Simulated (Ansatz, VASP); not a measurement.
# Two plane-wave programs on Mg6CrCu

File run.py:

```python
from ase.calculators.vasp import Vasp
from ase.dft.bandgap import bandgap
from ase.io import read

atoms = read('POSCAR')
atoms.set_initial_magnetic_moments([0.6, -3.0, 0.0, 0.0, 0.0, 0.0, 0.0, 0.0])
calc = Vasp(
    directory='calc',
    xc='revpbe',
    pp='PBE',
    setups='minimal',
    pp_version='54',
    prec='Accurate',
    encut=500,
    ediff=1e-06,
    ismear=1,
    sigma=0.2,
    lreal=False,
    lasph=True,
    nelm=100,
    algo='Normal',
    isif=2,
    lwave=False,
    lcharg=True,
    ispin=2,
    lorbit=11,
    lmaxmix=4,
    ldautype=2,
    ldauprint=1,
    ldau_luj={'Cr': {'L': 2, 'U': 2, 'J': 0}, 'Cu': {'L': 2, 'U': 1, 'J': 0}},
    kpts=[6, 5, 5],
    gamma=True,
)
atoms.calc = calc

print('energy (eV):', atoms.get_potential_energy())
print('free energy (eV):', atoms.get_potential_energy(force_consistent=True))
efermi = calc.get_fermi_level()
print('Fermi level (eV):', efermi)
path = atoms.cell.bandpath(npoints=60, eps=1e-4)
print('path:', path.path)
calc.set(kpts=path.kpts, reciprocal=True, icharg=11, isym=0, lcharg=False)
calc.calculate(atoms)
print('gap on the path (eV):', bandgap(calc, efermi=efermi)[0])
print('direct gap on the path (eV):', bandgap(calc, efermi=efermi, direct=True)[0])
```

The input POSCAR:

```
Mg6CrCu
1.0
    4.9070180000      0.0000000000      0.0000000000
    0.0000000000      3.0655915000      5.2655970000
    0.0000000000     -3.0655915000      5.2655970000
Cu Cr Mg
1 1 6
Direct
    0.5000000000      0.8334520000      0.8334520000
    0.5000000000      0.3328930000      0.3328930000
    0.0000000000      0.1700180000      0.1700180000
    0.0000000000      0.6706920000      0.6706920000
    0.0000000000      0.6638900000      0.1621300000
    0.0000000000      0.1621300000      0.6638900000
    0.5000000000      0.8350310000      0.3318970000
    0.5000000000      0.3318970000      0.8350310000
```

Contents of input.yaml:

```yaml
crystal:
  lattice:
    - [4.907018, 0.0, 0.0]
    - [0.0, 3.0655915, 5.265597]
    - [0.0, -3.0655915, 5.265597]
  atoms:
    - { symbol: Cu, position: [0.5, 0.833452, 0.833452], spin: 0.6 }
    - { symbol: Cr, position: [0.5, 0.332893, 0.332893], spin: -3.0 }
    - { symbol: Mg, position: [0.0, 0.170018, 0.170018] }
    - { symbol: Mg, position: [0.0, 0.670692, 0.670692] }
    - { symbol: Mg, position: [0.0, 0.66389, 0.16213] }
    - { symbol: Mg, position: [0.0, 0.16213, 0.66389] }
    - { symbol: Mg, position: [0.5, 0.835031, 0.331897] }
    - { symbol: Mg, position: [0.5, 0.331897, 0.835031] }
hamiltonian:
  xc: revpbe
  pseudopotentials: { kind: paw }
  hubbard:
    sites:
      - { species: Cr, l: d, u_eff: 2.0 }
      - { species: Cu, l: d, u_eff: 1.0 }
magnetization:
  spin_polarized: true
kpoints:
  mp_grid: { grid: [6, 5, 5] }
  band_path:
    path:
      - [[0.0, 0.0, 0.0], [0.0, 0.3347370499, -0.3347370499], [0.0, 0.0, -0.5], [-0.5, 0.0, -0.5], [-0.5, 0.3347370499, -0.3347370499], [-0.5, 0.0, 0.0], [0.0, 0.0, 0.0], [0.0, -0.5, -0.5], [0.0, -0.3347370499, -0.6652629501], [-0.5, -0.3347370499, -0.6652629501], [-0.5, -0.5, -0.5], [0.0, -0.5, -0.5]]
      - [[-0.5, 0.0, 0.0], [-0.5, -0.5, -0.5]]
    npoints: 10
scf:
  occupations: { method: methfessel_paxton, width: 0.2 }
  n_extra_bands: 20
output:
  forces: true
  stress: true
  eigenvalues: true
  fatbands: false
```

The cell comes from a database or a generator and needn't be the stable form of this composition.

Alike in both runs: task band structure; functional revPBE; k mesh 6 × 5 × 5; occupations methfessel-paxton of order 1, width 0.2 eV; collinear spin, antiferromagnetic start; Hubbard terms Cr d U = 2 eV, Cu d U = 1 eV.

|  | VASP | Ansatz |
| --- | --- | --- |
| version | VASP 6.6.1 | Ansatz 0.2.0 |
| potentials or method | VASP PAW PBE potentials, release 54 (Cu, Cr, Mg) | Ansatz PAW |
| plane-wave cutoff (eV) | 500 | 420 |
| valence electrons in the cell | 29 | 93 |

```tsv
	VASP	Ansatz	Ansatz less VASP
net moment per atom (μB)	0.57	0.59	+0.012
size of the moment on the site where the two differ most (μB)	4.11	4.14	+0.030
```

Site moments also hang on the region over which each program counts them. The programs project onto different local orbitals, so the same U acts differently. The two sets of potentials don't hold the same shells in valence.

Caveats: the U is typed as a test and isn't derived for this compound; the magnetic or orbital state may not be the lowest (Ansatz). The state reached can hang on the start; a lower one may exist.
